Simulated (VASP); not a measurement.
# BiSbS4 (I-4) in VASP: a series of runs

Runs on BiSbS4. Level: PBE. Tasks: relaxation of cell and atoms.

All numbers are computed with VASP 6.6.1; they aren't measurements. Logs are shortened: lines on timing, memory, paths and dates and some standing lists are left out, and cuts for length are marked.

## 1. The structure

It takes space group I-4 (No. 82, tetragonal). Conventional cell: a = 6.466 Å, b = 6.466 Å, c = 9.586 Å, α = 90.00°, β = 90.00°, γ = 90.00°. Sb (site symmetry -4) is surrounded by 4 S at 2.37 Å. Around Bi (site symmetry -4) lie 4 S at 2.74 Å. S (site symmetry 1) is surrounded by 1 Sb at 2.37 Å.

The cell was built by a generator and needn't be a form met in nature.

## 2. Relaxation of cell and atoms, PBE

Contents of INCAR:

```
ALGO = Normal
EDIFF = 1E-6
EDIFFG = -0.01
ENCUT = 520
GGA = PE
IBRION = 2
ISIF = 3
ISMEAR = 0
KPAR = 4
LASPH = True
LCHARG = False
LREAL = False
LWAVE = False
NELM = 120
NSW = 90
PREC = Accurate
SIGMA = 0.03
```

Contents of KPOINTS:

```
k-points
0
Gamma
  6 6 6
```

Contents of POSCAR:

```
BiSbS4
1.0
   -3.2330000000      3.2330000000      4.7930000000
    3.2330000000     -3.2330000000      4.7930000000
    3.2330000000      3.2330000000     -4.7930000000
Sb Bi S
1 1 4
Direct
    0.0000000000      0.0000000000      0.0000000000
    0.2500000000      0.7500000000      0.5000000000
    0.0678620700      0.1085363700      0.4384472600
    0.6700891100      0.6294148100      0.5615527400
    0.3705851900      0.9321379300      0.0406743000
    0.8914636300      0.3299108900      0.9593257000
```

Potentials or basis: VASP PAW PBE potentials, release 64 (Sb, Bi_d, S).

The run is started by

```bash
$ cat potpaw_PBE.64/Sb/POTCAR potpaw_PBE.64/Bi_d/POTCAR potpaw_PBE.64/S/POTCAR > POTCAR
$ mpirun -np 4 vasp_std > vasp.out
```

OUTCAR:

```text
EDIFF = 1E-6
   EDIFFG = -0.01
   ENCUT = 520
   GGA = PE
   IBRION = 2
   ISIF = 3
   ISMEAR = 0
   LASPH = True
   LREAL = False
   NELM = 120
   NSW = 90
   PREC = Accurate

 ion  position               nearest neighbor table
   1  0.000  0.000  0.000-   3 2.37   4 2.37   5 2.37   6 2.37
   2  0.250  0.750  0.500-   4 2.74   5 2.74   6 2.74   3 2.74
   3  0.068  0.109  0.438-   1 2.37   2 2.74
   4  0.670  0.629  0.562-   1 2.37   2 2.74
   5  0.371  0.932  0.041-   1 2.37   2 2.74
   6  0.891  0.330  0.959-   1 2.37   2 2.74

  LATTYP: Found a body centered tetragonal cell.
 ALAT       =     6.4660000000
 C/A-ratio  =     1.4825239715

  Lattice vectors:

 A1 = (  -3.2330000000,   3.2330000000,   4.7930000000)
 A2 = (   3.2330000000,  -3.2330000000,   4.7930000000)
 A3 = (   3.2330000000,   3.2330000000,  -4.7930000000)

Analysis of symmetry for initial positions (statically):
=====================================================================
 Subroutine PRICEL returns:
 Original cell was already a primitive cell.

 Routine SETGRP: Setting up the symmetry group for a
 body centered tetragonal supercell.

 Subroutine GETGRP returns: Found  4 space group operations
 (whereof  4 operations were pure point group operations)
 out of a pool of 16 trial point group operations.

The static configuration has the point symmetry S_4 .

Analysis of symmetry for dynamics (positions and initial velocities):
=====================================================================
 Subroutine PRICEL returns:
 Original cell was already a primitive cell.

 Routine SETGRP: Setting up the symmetry group for a
 body centered tetragonal supercell.

 Subroutine GETGRP returns: Found  4 space group operations
 (whereof  4 operations were pure point group operations)
 out of a pool of 16 trial point group operations.

The dynamic configuration has the point symmetry S_4 .

 Subroutine INISYM returns: Found  4 space group operations
 (whereof  4 operations are pure point group operations),
 and found     1 'primitive' translations

----------------------------------------------------------------------------------------

                                     Primitive cell

  volume of cell :     200.3913

  direct lattice vectors                    reciprocal lattice vectors
    -3.233000000  3.233000000  4.793000000     0.000000000  0.154655119  0.104318798
     3.233000000 -3.233000000  4.793000000     0.154655119  0.000000000  0.104318798
     3.233000000  3.233000000 -4.793000000     0.154655119  0.154655119  0.000000000

  length of vectors
     6.624003850  6.624003850  6.624003850     0.186549236  0.186549236  0.218715367

  position of ions in fractional coordinates (direct lattice)
     0.000000000  0.000000000  0.000000000
     0.250000000  0.750000000  0.500000000
     0.067862070  0.108536370  0.438447260
     0.670089110  0.629414810  0.561552740
     0.370585190  0.932137930  0.040674300
     0.891463630  0.329910890  0.959325700

  ion indices of the primitive-cell ions
   primitive index   ion index
                 1           1
                 2           2
                 3           3
                 4           4
                 5           5
                 6           6

----------------------------------------------------------------------------------------

 KPOINTS: k-points

Automatic generation of k-mesh.
 Grid dimensions read from file:
 generate k-points for:    6    6    6

 Generating k-lattice:

  Cartesian coordinates                     Fractional coordinates (reciprocal lattice)
     0.000000000  0.025775853  0.017386466     0.166666667 -0.000000000  0.000000000
     0.025775853  0.000000000  0.017386466    -0.000000000  0.166666667  0.000000000
     0.025775853  0.025775853  0.000000000     0.000000000  0.000000000  0.166666667

  Length of vectors
     0.031091539  0.031091539  0.036452561

  Shift w.r.t. Gamma in fractional coordinates (k-lattice)
     0.000000000  0.000000000  0.000000000

 Subroutine IBZKPT returns following result:
 ===========================================

 Found     36 irreducible k-points:

 Following reciprocal coordinates:
            Coordinates               Weight
  0.000000  0.000000  0.000000      1.000000
  0.166667 -0.000000  0.000000      8.000000
  0.333333  0.000000 -0.000000      8.000000
  0.500000  0.000000  0.000000      4.000000
  0.166667  0.166667  0.000000      8.000000
  0.333333  0.166667 -0.000000      8.000000
[... 16 lines left out ...]
 -0.333333  0.333333 -0.166667      4.000000
 -0.166667  0.333333  0.166667      8.000000
 [... further k-points ...]
   k-points           NKPTS =     36   k-points in BZ     NKDIM =     36   number of bands    NBANDS=     26
   number of dos      NEDOS =    301   number of ions     NIONS =      6
   total plane-waves  NPLWV = 125000
   dimension x,y,z NGX =    50 NGY =   50 NGZ =   50
   dimension x,y,z NGXF=   100 NGYF=  100 NGZF=  100
   ions per type =               1   1   4
   NGX,Y,Z   is equivalent  to a cutoff of  12.55, 12.55, 12.55 a.u.
   NGXF,Y,Z  is equivalent  to a cutoff of  25.10, 25.10, 25.10 a.u.
 SYSTEM =  unknown system
   PREC   = accura    normal or accurate (medium, high low for compatibility)
   ISTART =      0    job   : 0-new  1-cont  2-samecut
   ICHARG =      2    charge: 1-file 2-atom 10-const
   ISPIN  =      1    spin polarized calculation?
   LNONCOLLINEAR =      F non collinear calculations
   LSORBIT =      F    spin-orbit coupling
   LASPH  =      T    aspherical Exc in radial PAW
   ENCUT  =  520.0 eV  38.22 Ry    6.18 a.u.  12.32 12.32 12.32*2*pi/ulx,y,z
   NELM   =    120;   NELMIN=  2; NELMDL= -5     # of ELM steps
   EDIFF  = 0.1E-05   stopping-criterion for ELM
   LREAL  =      F    real-space projection
   EDIFFG = -.1E-01   stopping-criterion for IOM
   NSW    =     90    number of steps for IOM
   IBRION =      2    ionic relax: 0-MD 1-quasi-New 2-CG
   NFREE  =      1    steps in history (QN), initial steepest desc. (CG)
   ISIF   =      3    stress and relaxation
   ISYM   =      2    0-nonsym 1-usesym 2-fastsym
   POTIM  = 0.5000    time-step for ionic-motion
   TEBEG  =    0.0;   TEEND  =   0.0 temperature during run
   PSTRESS=    0.0 pullay stress
   NELECT =      44.0000    total number of electrons
   NUPDOWN=      -1.0000    fix difference up-down
   EMIN   =  10.00;   EMAX   =-10.00  energy-range for DOS
   EFERMI =   0.00;   METHOD = LEGACY
   ISMEAR =     0;   SIGMA  =   0.03  broadening in eV -4-tet -1-fermi 0-gaus
   EFERMI_NEDOS =   21; number of points for ismear=-14 and -15
   IALGO  =     38    algorithm
   IMIX   =      4    mixing-type and parameters
     AMIX     =   0.40;   BMIX     =  1.00
     AMIX_MAG =   1.60;   BMIX_MAG =  1.00
  volume/ion in A,a.u.               =      33.40       225.38
  Fermi-wavevector in a.u.,A,eV,Ry     =   0.987642  1.866372 13.271616  0.975436
  Thomas-Fermi vector in A             =   2.119111
   LORBIT       =      0    0 simple, 1 ext, 2 COOP (PROOUT), +10 PAW based schemes
   GGA     = PE    functional components
   LHFCALC =     F    Hartree Fock is set to
   AEXX    =    0.0000 exact exchange contribution
   IVDW    =     0    specifies the selected vdW correction
   LEPSILON=     F    determine dielectric tensor
   LRPA    =     F    only Hartree local field effects (RPA)
 conjugate gradient relaxation of ions
 non-spin polarized calculation
 Gauss-broadening in eV      SIGMA  =   0.03
  energy-cutoff  :      520.00
  volume of cell :      200.39
 maximum number of plane-waves:      5413
 NGX is ok and might be reduce to    50
   NGX = 25   NGY = 25   NGZ = 25

--------------------------------------- Ionic step        1  -------------------------------------------

 number of electron      44.0000000 magnetization

 Free energy of the ion-electron system (eV)
  ---------------------------------------------------
  ext. energy  EPLUGINS =         0.00000000
  ---------------------------------------------------
  free energy    TOTEN  =       -24.73727431 eV

  energy without entropy =      -24.73727431  energy(sigma->0) =      -24.73727431

------------------------ aborting loop because EDIFF is reached ----------------------------------------

  FORCE on cell =-STRESS in cart. coord.  units (eV):
  Direction    XX          YY          ZZ          XY          YZ          ZX
  --------------------------------------------------------------------------------------
  -------------------------------------------------------------------------------------
  Total        0.3129572      0.3129572      0.2183974      0.0000001     -0.0000000      0.0000000
  in kB        2.5021693      2.5021693      1.7461408      0.0000005     -0.0000000      0.0000000
  external PRESSURE =       2.2501598 kB  Pullay stress =       0.0000000 kB
[... 101 lines left out ...]
  FREE ENERGIE OF THE ION-ELECTRON SYSTEM (eV)
  ---------------------------------------------------
  free  energy   TOTEN  =       -24.7388257139 eV

  energy  without entropy=      -24.7388257139  energy(sigma->0) =      -24.73882571

[... ionic steps 4 to 17 ...]

--------------------------------------- Ionic step       18  -------------------------------------------

 number of electron      44.0000003 magnetization

------------------------ aborting loop because EDIFF is reached ----------------------------------------

  FORCE on cell =-STRESS in cart. coord.  units (eV):
  Direction    XX          YY          ZZ          XY          YZ          ZX
  --------------------------------------------------------------------------------------
  -------------------------------------------------------------------------------------
  Total        0.0044499      0.0044499     -0.0398814      0.0000000     -0.0000000     -0.0000000
  in kB        0.0344009      0.0344009     -0.3083137      0.0000001     -0.0000000     -0.0000000
  external PRESSURE =      -0.0798373 kB  Pullay stress =       0.0000000 kB
[... 65 lines left out ...]
  energy  without entropy=      -24.7428937864  energy(sigma->0) =      -24.74289379

--------------------------------------- Ionic step       20  -------------------------------------------

 number of electron      44.0000004 magnetization

 Free energy of the ion-electron system (eV)
  ---------------------------------------------------
  ext. energy  EPLUGINS =         0.00000000
  ---------------------------------------------------
  free energy    TOTEN  =       -24.74296018 eV

  energy without entropy =      -24.74296018  energy(sigma->0) =      -24.74296018

 E-fermi :   1.8055     XC(G=0):  -7.6655

 val. band max:        1.6332205604   @ k =  -0.1667   0.1667   0.1667
 cond. band min:       3.0666343089   @ k =   0.5000   0.5000   0.5000
 fundamental gap:      1.4334137485
 Fermi energy:         1.8055346332

 k-point     1 :       0.0000    0.0000    0.0000
  band No.  band energies     occupation
      1     -21.2053      2.00000
      2     -21.1996      2.00000
      3     -21.1996      2.00000
      4     -21.1739      2.00000
      5     -21.1488      2.00000
      6     -12.1053      2.00000
[... 685 lines left out ...]
     25       4.3286      0.00000
     26       5.0266      0.00000

 [... further k-points ...]

------------------------ aborting loop because EDIFF is reached ----------------------------------------

  FORCE on cell =-STRESS in cart. coord.  units (eV):
  Direction    XX          YY          ZZ          XY          YZ          ZX
  --------------------------------------------------------------------------------------
  -------------------------------------------------------------------------------------
  Total        0.0441622      0.0441622     -0.0090288      0.0000001      0.0000000      0.0000000
  in kB        0.3417337      0.3417337     -0.0698658      0.0000005      0.0000000      0.0000000
  external PRESSURE =       0.2045339 kB  Pullay stress =       0.0000000 kB
[... 21 lines left out ...]
  FREE ENERGIE OF THE ION-ELECTRON SYSTEM (eV)
  ---------------------------------------------------
  free  energy   TOTEN  =       -24.7429601829 eV

  energy  without entropy=      -24.7429601829  energy(sigma->0) =      -24.74296018

 reached required accuracy - stopping structural energy minimisation
```

Run time: 8.7 min. Hardware: 4 MPI ranks of AMD EPYC 9R45 (Zen 5), shared host; peak memory 0.47 GiB.

What came out:

| Item | Value |
| --- | --- |
| Free energy | -24.7430 eV |
| Relaxed volume | 34.51 Å³/atom |
| Relaxed cell | a = 6.707 Å, b = 6.707 Å, c = 6.707 Å, α = 121.85°, β = 121.85°, γ = 86.83° |
| Space group after relaxing (to 0.05 Å) | I-4 (No. 82) |
| Energy gained by relaxing | 0.9 meV/atom |
| Ionic steps | 20 |
| Pressure after relaxing | 0.0 GPa |
| Largest force after relaxing | 0.010 eV/Å |
| Band gap on the k mesh | 1.43 eV, indirect (least direct gap 1.74 eV) |

Forces in eV/Å, atoms in the order of the input:
```
Sb   0.000  0.000  0.000
Bi   0.000  0.000  0.000
S    0.006  0.005  0.006
S   -0.006 -0.005  0.006
S   -0.005  0.006 -0.006
S    0.005 -0.006 -0.006
```

The path:
```tsv
step	energy change (eV)	largest force (eV/Å)	pressure (GPa)	volume (Å³)
1	0.0000	0.0685	0.23	200.39
2	-0.0015	0.0789	-0.06	201.75
3	-0.0016	0.0807	-0.07	201.85
4	-0.0026	0.0375	0.02	202.10
5	-0.0026	0.0381	0.06	202.20
6	-0.0031	0.0395	0.03	202.68
7	-0.0040	0.0438	-0.05	204.12
8	-0.0046	0.0529	-0.19	207.03
9	-0.0048	0.0480	-0.14	207.15
10	-0.0051	0.0404	-0.06	207.49
11	-0.0048	0.0612	0.11	208.19
12	-0.0052	0.0421	-0.03	207.69
13	-0.0052	0.0417	-0.03	207.66
14	-0.0053	0.0370	-0.03	207.61
15	-0.0055	0.0215	-0.02	207.46
16	-0.0056	0.0185	-0.02	207.17
17	-0.0056	0.0140	-0.01	207.23
18	-0.0056	0.0132	-0.01	207.25
19	-0.0056	0.0120	-0.01	207.20
20	-0.0057	0.0100	0.02	207.05
```

Final structure:
```
CELL_PARAMETERS angstrom
-3.25955 3.25955 4.87191
3.25955 -3.25955 4.87191
3.25955 3.25955 -4.87191
ATOMIC_POSITIONS crystal
Sb 0.00000 0.00000 0.00000
Bi 0.25000 0.75000 0.50000
S 0.07022 0.10415 0.43372
S 0.67043 0.63651 0.56628
S 0.36349 0.92978 0.03393
S 0.89585 0.32957 0.96607
```

Caveat: spin-orbit coupling is left out, which as a rule narrows the gap of such compounds by several tenths of an eV. PBE gaps usually lie below the measured ones, often by a third to a half.

## 3. Relaxation of cell and atoms, PBE

This run uses another cell than the first one, of 34.51 Å³/atom, 1.033 times its volume.

Contents of INCAR:

```
ALGO = Normal
EDIFF = 1E-7
EDIFFG = -0.005
ENCUT = 520
GGA = PE
IBRION = 2
ISIF = 3
ISMEAR = 0
KPAR = 4
LASPH = True
LCHARG = False
LREAL = False
LWAVE = False
NELM = 120
NSW = 60
POTIM = 0.3
PREC = Accurate
SIGMA = 0.03
```

KPOINTS is that of step 2.

Contents of POSCAR:

```
BiSbS4                                  
1.0
   -3.2595478755      3.2595479216      4.8719091269
    3.2595478755     -3.2595479216      4.8719091269
    3.2595479216      3.2595478755     -4.8719091269
  Sb              Bi              S             
     1     1     4
Direct
     1.0000000000000000    0.0000000000000000    0.0000000000000000
     0.2500000000000000    0.7500000000000000    0.5000000000000000
     0.0702242872070343    0.1041518310316483    0.4337192460878075
     0.6704325849438338    0.6365050411192266    0.5662807539121926
     0.3634949588807733    0.9297757127929658    0.0339275438246068
     0.8958481689683517    0.3295674150561664    0.9660724561753931
```

Potentials or basis: VASP PAW PBE potentials, release 64 (Sb, Bi_d, S).

The run is started by

```bash
$ cat potpaw_PBE.64/Sb/POTCAR potpaw_PBE.64/Bi_d/POTCAR potpaw_PBE.64/S/POTCAR > POTCAR
$ mpirun -np 4 vasp_std > vasp.out
```

Run time: 4.2 min. Hardware: 4 MPI ranks of AMD EPYC 9R45 (Zen 5), shared host; peak memory 0.47 GiB.

It converged, with:

```yaml
Free_energy: -24.7446 eV
Energy_gained_by_relaxing: 0.0 meV/atom
Ionic_steps: 8
Pressure_after_relaxing: 0.0 GPa
Largest_force_after_relaxing: 0.005 eV/Å
Band_gap_on_the_k_mesh: 1.44 eV, indirect (least direct gap 1.73 eV)
```

Forces on the atoms (eV/Å):
```
Sb   0.000  0.000  0.000
Bi   0.000  0.000  0.000
S   -0.002  0.004 -0.001
S    0.002 -0.004 -0.001
S   -0.004 -0.002  0.001
S    0.004  0.002  0.001
```

The path:
```tsv
step	energy change (eV)	largest force (eV/Å)	pressure (GPa)	volume (Å³)
1	0.0000	0.0101	0.02	207.05
2	0.0000	0.0086	0.00	207.14
3	0.0000	0.0096	-0.02	207.19
4	0.0000	0.0084	-0.02	207.18
5	-0.0001	0.0070	-0.01	207.14
6	-0.0001	0.0135	0.00	207.06
7	-0.0001	0.0110	0.00	207.08
8	-0.0001	0.0045	0.00	207.04
```

Final structure:
```
Sb Bi S
1.0
    -3.26324    3.26324    4.86074
     3.26324   -3.26324    4.86074
     3.26324    3.26324   -4.86074
Sb Bi S
1 1 4
Direct
  0.00000 0.00000 0.00000
  0.25000 0.75000 0.50000
  0.07107 0.10460 0.43423
  0.67037 0.63685 0.56577
  0.36315 0.92893 0.03352
  0.89540 0.32963 0.96648
```

Levels at points of the mesh, in eV from the valence-band top:
```
           k point  band 20  band 21  band 22  band 23  band 24  band 25
(0.00, 0.00, 0.00)    -0.89    -0.63    -0.37     1.95     1.96     3.15
(0.50, 0.00, 0.00)    -0.90    -0.69    -0.18     1.81     2.19     2.69
(0.50, 0.50, 0.00)    -0.90    -0.69    -0.29     1.73     2.01     2.91
(0.50, 0.50, 0.50)    -0.75    -0.75    -0.56     1.44     2.25     2.25
```

Caveat: spin-orbit coupling is left out, which as a rule narrows the gap of such compounds by several tenths of an eV. Expect the measured gap to be larger: semilocal functionals such as PBE lack the derivative discontinuity.
